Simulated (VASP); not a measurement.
# Sn2GeO3 (P4/nmm) in VASP: single point with r2SCAN

Aim: the single point of Sn2GeO3 with r2SCAN.

Everything below comes from runs of VASP 6.6.1. Logs are shortened: lines on timing, memory, paths and dates and some standing lists are left out, and cuts for length are marked.

## (1) Starting point

Symmetry: P4/nmm, No. 129, tetragonal system. Conventional cell: a = 3.792 Å, b = 3.792 Å, c = 14.622 Å, α = 90.00°, β = 90.00°, γ = 90.00°. Sn (site symmetry 4mm) is surrounded by 4 O at 2.24 Å. Sn (site symmetry 4mm) has 4 O at 2.24 Å as nearest neighbours. Ge (site symmetry 4mm) is surrounded by 4 O at 2.13 Å. O (site symmetry 2mm) has 4 Sn at 2.24 Å as nearest neighbours. O (site symmetry -4m2) has 4 Ge at 2.13 Å as nearest neighbours.

The cell was built by a generator and needn't be a form met in nature.

## (2) Single point, r2SCAN

Contents of INCAR:

```
PREC = Accurate
ENCUT = 520
EDIFF = 1E-6
ISMEAR = 0
SIGMA = 0.03
LREAL = False
LASPH = True
NELM = 150
ALGO = Normal
ISIF = 2
LWAVE = False
LCHARG = False
METAGGA = R2SCAN
LMIXTAU = True
NBANDS = 72
KPAR = 4
```

Contents of KPOINTS:

```
Automatic mesh
0
Gamma
  6 6 2
```

Contents of POSCAR:

```
Sn2GeO3
1.0
    3.7925000000      0.0000000000      0.0000000000
    0.0000000000      3.7925000000      0.0000000000
    0.0000000000      0.0000000000     14.6220400000
Sn Ge O
4 2 6
Direct
    0.0000000000      0.5000000000      0.5934220000
    0.5000000000      0.0000000000      0.7561880000
    0.5000000000      0.0000000000      0.4065780000
    0.0000000000      0.5000000000      0.2438120000
    0.0000000000      0.5000000000      0.9332990000
    0.5000000000      0.0000000000      0.0667010000
    0.5000000000      0.5000000000      0.6746300000
    0.0000000000      0.0000000000      0.6746300000
    0.5000000000      0.5000000000      0.0000000000
    0.0000000000      0.0000000000      0.0000000000
    0.0000000000      0.0000000000      0.3253700000
    0.5000000000      0.5000000000      0.3253700000
```

Potentials or basis: VASP PAW PBE potentials, release 64 (Sn_d, Ge_d, O).

Started as:

```bash
$ cat potpaw_PBE.64/Sn_d/POTCAR potpaw_PBE.64/Ge_d/POTCAR potpaw_PBE.64/O/POTCAR > POTCAR
$ mpirun -np 4 vasp_std > vasp.out
```

OUTCAR:

```text
PREC = Accurate
   ENCUT = 520
   EDIFF = 1E-6
   ISMEAR = 0
   LREAL = False
   LASPH = True
   NELM = 150
   ISIF = 2
   METAGGA = R2SCAN

 ion  position               nearest neighbor table
   1  0.000  0.500  0.593-   7 2.24   8 2.24   8 2.24   7 2.24   2 3.59   2 3.59   2 3.59   2 3.59

   2  0.500  0.000  0.756-   7 2.24   8 2.24   7 2.24   8 2.24   1 3.59   1 3.59   1 3.59   1 3.59

   3  0.500  0.000  0.407-  11 2.24  12 2.24  12 2.24  11 2.24   4 3.59   4 3.59   4 3.59   4 3.59

   4  0.000  0.500  0.244-  11 2.24  12 2.24  11 2.24  12 2.24   3 3.59   3 3.59   3 3.59   3 3.59

   5  0.000  0.500  0.933-   9 2.13  10 2.13  10 2.13   9 2.13
   6  0.500  0.000  0.067-   9 2.13  10 2.13   9 2.13  10 2.13
   7  0.500  0.500  0.675-   1 2.24   1 2.24   2 2.24   2 2.24
   8  0.000  0.000  0.675-   1 2.24   1 2.24   2 2.24   2 2.24
   9  0.500  0.500  0.000-   5 2.13   6 2.13   6 2.13   5 2.13
  10  0.000  0.000  0.000-   5 2.13   6 2.13   5 2.13   6 2.13
  11  0.000  0.000  0.325-   3 2.24   3 2.24   4 2.24   4 2.24
  12  0.500  0.500  0.325-   3 2.24   3 2.24   4 2.24   4 2.24

  LATTYP: Found a simple tetragonal cell.
 ALAT       =     3.7925000000
 C/A-ratio  =     3.8555148319

  Lattice vectors:

 A1 = (   3.7925000000,   0.0000000000,   0.0000000000)
 A2 = (   0.0000000000,   3.7925000000,   0.0000000000)
 A3 = (   0.0000000000,   0.0000000000,  14.6220400000)

Analysis of symmetry for initial positions (statically):
=====================================================================
 Subroutine PRICEL returns:
 Original cell was already a primitive cell.

 Routine SETGRP: Setting up the symmetry group for a
 simple tetragonal supercell.

 Subroutine GETGRP returns: Found 16 space group operations
 (whereof  8 operations were pure point group operations)
 out of a pool of 16 trial point group operations.

The static configuration has the point symmetry D_2d.
 The point group associated with its full space group is D_4h.

Analysis of symmetry for dynamics (positions and initial velocities):
=====================================================================
 Subroutine PRICEL returns:
 Original cell was already a primitive cell.

 Routine SETGRP: Setting up the symmetry group for a
 simple tetragonal supercell.

 Subroutine GETGRP returns: Found 16 space group operations
 (whereof  8 operations were pure point group operations)
[... 128 lines left out ...]
   PSTRESS=    0.0 pullay stress
   NELECT =     120.0000    total number of electrons
   NUPDOWN=      -1.0000    fix difference up-down
   EMIN   =  10.00;   EMAX   =-10.00  energy-range for DOS
   EFERMI =   0.00;   METHOD = LEGACY
   ISMEAR =     0;   SIGMA  =   0.03  broadening in eV -4-tet -1-fermi 0-gaus
   EFERMI_NEDOS =   21; number of points for ismear=-14 and -15
   IALGO  =     38    algorithm
   IMIX   =      4    mixing-type and parameters
     AMIX     =   0.40;   BMIX     =  1.00
     AMIX_MAG =   1.60;   BMIX_MAG =  1.00
  volume/ion in A,a.u.               =      17.53       118.27
  Fermi-wavevector in a.u.,A,eV,Ry     =   1.357841  2.565947 25.085493  1.843732
  Thomas-Fermi vector in A             =   2.484725
   LORBIT       =      0    0 simple, 1 ext, 2 COOP (PROOUT), +10 PAW based schemes
   METAGGA = R2SCAN    functional components
   LHFCALC =     F    Hartree Fock is set to
   AEXX    =    0.0000 exact exchange contribution
   IVDW    =     0    specifies the selected vdW correction
   LEPSILON=     F    determine dielectric tensor
   LRPA    =     F    only Hartree local field effects (RPA)
 non-spin polarized calculation
 Gauss-broadening in eV      SIGMA  =   0.03
  energy-cutoff  :      520.00
  volume of cell :      210.31
 maximum number of plane-waves:      5694
   NGX = 15   NGY = 15   NGZ = 55

 number of electron     119.9999977 magnetization

 Free energy of the ion-electron system (eV)
  ---------------------------------------------------
  ext. energy  EPLUGINS =         0.00000000
  ---------------------------------------------------
  free energy    TOTEN  =      -177.63164615 eV

  energy without entropy =     -177.63164615  energy(sigma->0) =     -177.63164615

 E-fermi :   5.6039     XC(G=0): -10.7020

 val. band max:        5.4608805165   @ k =   0.0000   0.0000   0.5000
 cond. band min:       6.4608263244   @ k =   0.5000   0.5000   0.0000
 fundamental gap:      0.9999458079
 Fermi energy:         5.6039320935

 k-point     1 :       0.0000    0.0000    0.0000
  band No.  band energies     occupation
      1     -20.1152      2.00000
      2     -19.9999      2.00000
      3     -19.9842      2.00000
      4     -19.9749      2.00000
      5     -19.9749      2.00000
      6     -19.9646      2.00000
[... 1489 lines left out ...]
     71      11.1815      0.00000
     72      11.1815      0.00000

------------------------ aborting loop because EDIFF is reached ----------------------------------------

  FORCE on cell =-STRESS in cart. coord.  units (eV):
  Direction    XX          YY          ZZ          XY          YZ          ZX
  --------------------------------------------------------------------------------------
  -------------------------------------------------------------------------------------
  Total       -5.6378659     -5.6378659     -3.8384253      0.0000000      0.0000000      0.0000000
  in kB      -42.9502977    -42.9502977    -29.2418290      0.0000000      0.0000000      0.0000000
  external PRESSURE =     -38.3808081 kB  Pullay stress =       0.0000000 kB

 VOLUME and BASIS-vectors are now :
 -----------------------------------------------------------------------------
  energy-cutoff  :      520.00
  volume of cell :      210.31
      direct lattice vectors                 reciprocal lattice vectors
     3.792500000  0.000000000  0.000000000     0.263678312  0.000000000  0.000000000
     0.000000000  3.792500000  0.000000000     0.000000000  0.263678312  0.000000000
     0.000000000  0.000000000 14.622040000     0.000000000  0.000000000  0.068389910

 POSITION                                       TOTAL-FORCE (eV/Angst)
 -----------------------------------------------------------------------------------
      0.00000      1.89625      8.67704        -0.000000      0.000000      0.488844
      1.89625      0.00000     11.05701        -0.000000      0.000000     -0.479687
      1.89625      0.00000      5.94500        -0.000000      0.000000     -0.488844
      0.00000      1.89625      3.56503         0.000000      0.000000      0.479687
      0.00000      1.89625     13.64674        -0.000000      0.000000      0.385518
      1.89625      0.00000      0.97530         0.000000      0.000000     -0.385518
      1.89625      1.89625      9.86447        -0.000000      0.000000      0.007825
      0.00000      0.00000      9.86447         0.000000      0.000000      0.007825
      1.89625      1.89625      0.00000        -0.000000     -0.000000      0.000000
      0.00000      0.00000      0.00000        -0.000000      0.000000      0.000000
      0.00000      0.00000      4.75757         0.000000      0.000000     -0.007825
      1.89625      1.89625      4.75757        -0.000000      0.000000     -0.007825
 -----------------------------------------------------------------------------------
    total drift:                                0.000000      0.000000      0.000000

  FREE ENERGIE OF THE ION-ELECTRON SYSTEM (eV)
  ---------------------------------------------------
  free  energy   TOTEN  =      -177.6316461475 eV

  energy  without entropy=     -177.6316461475  energy(sigma->0) =     -177.63164615
```

OSZICAR:

```text
N       E                     dE             d eps       ncg     rms          rms(c)
DAV:   1     0.169114172663E+04    0.16911E+04   -0.55857E+04  3568   0.328E+03
DAV:   2     0.265018880736E+03   -0.14261E+04   -0.13594E+04  2896   0.104E+03
DAV:   3    -0.159156651878E+03   -0.42418E+03   -0.40884E+03  3128   0.318E+02
[... 22 lines left out ...]
DAV:  26    -0.177631633629E+03   -0.10768E-04   -0.30700E-05  3296   0.370E-02    0.101E-02
DAV:  27    -0.177631646277E+03   -0.12648E-04   -0.93644E-06  2704   0.157E-02    0.711E-03
DAV:  28    -0.177631647839E+03   -0.15623E-05   -0.14781E-06  2408   0.651E-03    0.680E-03
DAV:  29    -0.177631646339E+03    0.15006E-05   -0.84271E-07  1960   0.746E-03    0.535E-03
DAV:  30    -0.177631646148E+03    0.19102E-06   -0.15394E-06  2120   0.753E-03
   1 F= -.17763165E+03 E0= -.17763165E+03  d E =-.313749E-13
```

stdout:

```text
POSCAR found type information on POSCAR SnGeO
 POSCAR found :  3 types and      12 ions
 scaLAPACK will be used
 -----------------------------------------------------------------------------
|                                                                             |
|                                                                             |
|     You enforced a specific xc type in the INCAR file but a different       |
|     I HOPE YOU KNOW WHAT YOU ARE DOING!                                     |
|                                                                             |
 -----------------------------------------------------------------------------

 LDA part: xc-table for (None), standard interpolation
 POSCAR, INCAR and KPOINTS ok, starting setup
 FFT: planning ... GRIDC
 FFT: planning ... GRID_SOFT
 FFT: planning ... GRID
 WAVECAR not read
 entering main loop
```

It took 4 min on 4 MPI ranks of Intel Xeon 6975P-C (Granite Rapids), shared host; peak memory 0.48 GiB.

Results:

- Free energy: -177.6316 eV
- Pressure: -3.8 GPa
- Largest force: 0.489 eV/Å
- Band gap on the k mesh: 1.00 eV, indirect (least direct gap 1.74 eV)

Forces on the atoms (eV/Å):
```
Sn   0.000  0.000  0.489
Sn   0.000  0.000 -0.480
Sn   0.000  0.000 -0.489
Sn   0.000  0.000  0.480
Ge   0.000  0.000  0.386
Ge   0.000  0.000 -0.386
O    0.000  0.000  0.008
O    0.000  0.000  0.008
O    0.000  0.000  0.000
O    0.000  0.000  0.000
O    0.000  0.000 -0.008
O    0.000  0.000 -0.008
```

Caveat: the PAW data sets were made with another functional, which shifts forces and pressure a little; spin-orbit coupling is left out, which moves the levels of the heavy elements. A k mesh can miss the band edges.
